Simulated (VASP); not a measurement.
```yaml
crystal:
  lattice:
    - [0.00000, 2.87063, 2.87063]
    - [2.87063, 0.00000, 2.87063]
    - [2.87063, 2.87063, 0.00000]
  atoms:
    - { symbol: Zn, position: [0.00000, 0.00000, 0.00000] }
    - { symbol: Se, position: [0.25000, 0.25000, 0.25000] }
```

Computed with PBE GGA, VASP's PBE PAW potentials (set 64) (plane waves; VASP). Run with 480 eV cut-off, 7×7×7 Γ-centred mesh, Gaussian smearing of 0.050 eV, potentials Zn Se.

Question: What does the run give for the energy per atom (σ→0), band gap (on the k-mesh) with the smallest direct gap where there is one?

Answer: 
```yaml
band gap (on the k-mesh): 1.14 eV
smallest direct gap (on the k-mesh): 1.14 eV
energy per atom (σ→0): -3.016 eV/atom
```

The absolute energy has meaning only against runs of the same code, potentials and settings.

The compound is ZnSe in the zinc blende structure. It was relaxed first. The start is the result of an earlier pass.
